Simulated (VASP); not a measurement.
An input for Quantum ESPRESSO's pw.x (written as the equivalent of a VASP run, and not itself run):

```
&CONTROL
  calculation = 'vc-relax'
  pseudo_dir = './pseudo'
  outdir = './out'
  tprnfor = .true.
  tstress = .true.
  nstep = 60
  forc_conv_thr = 0.00078
/
&SYSTEM
  ibrav = 0
  nat = 3
  ntyp = 2
  ecutwfc = 102
  occupations = 'smearing'
  smearing = 'gaussian'
  degauss = 0.003675
  input_dft = 'vdw-df-obk8'
/
&ELECTRONS
  conv_thr = 7.3e-08
  electron_maxstep = 100
/
&IONS
/
&CELL
/
ATOMIC_SPECIES
  Cd 112.414 Cd.upf
  I 126.904 I.upf
CELL_PARAMETERS angstrom
     4.2414393   -0.0000000    0.0000000
    -2.1207197    3.6731945   -0.0000000
     0.0000000    0.0000000    6.8573904
ATOMIC_POSITIONS crystal
  Cd   0.0000000  0.0000000  0.0000000
  I    0.3333330  0.6666670  0.2485829
  I    0.6666670  0.3333330  0.7514171
K_POINTS automatic
  6 6 3 0 0 0
```

Q: Write the VASP files for the same calculation (optB88-vdW).

A: This is not unique; one that fits is 
POSCAR:
```
CdI2
1
    4.2414393171    -0.0000000000     0.0000000000
   -2.1207196586     3.6731944855    -0.0000000000
    0.0000000000     0.0000000000     6.8573903936
Cd I
1 2
Direct
  0.0000000000   0.0000000000   0.0000000000
  0.3333330000   0.6666670000   0.2485828605
  0.6666670000   0.3333330000   0.7514171395
```

**KPOINTS**
```
Automatic mesh
0
Gamma
6 6 3
0 0 0
```

**INCAR**
```
SYSTEM = CdI2
PREC = Accurate
ENCUT = 480
EDIFF = 1E-6
NELM = 100
ALGO = Normal
LREAL = .FALSE.
LASPH = .TRUE.
ISMEAR = 0
SIGMA = 0.05
GGA = BO
PARAM1 = 0.1833333333
PARAM2 = 0.22
LUSE_VDW = .TRUE.
AGGAC = 0.0
LMAXMIX = 4
LWAVE = .FALSE.
LCHARG = .FALSE.
IBRION = 2
ISIF = 3
NSW = 60
EDIFFG = -0.02
```

POTCAR, in this order: Cd I (PBE.64 set). Program: vasp_std.

What does not carry over: the potentials are each code's own (VASP's PAW set, PseudoDojo norm-conserving files in pw.x), so ENCUT and ecutwfc are chosen apart and not converted; conv_thr bounds pw.x's estimated SCF error, while EDIFF bounds the energy change between steps; forc_conv_thr acts on force components and is met together with etot_conv_thr.

The compound is CdI2 in the 1T layered structure. This run relaxes it. Symmetry was kept, so distortions that lower it aren't found. The start is the result of an earlier pass.
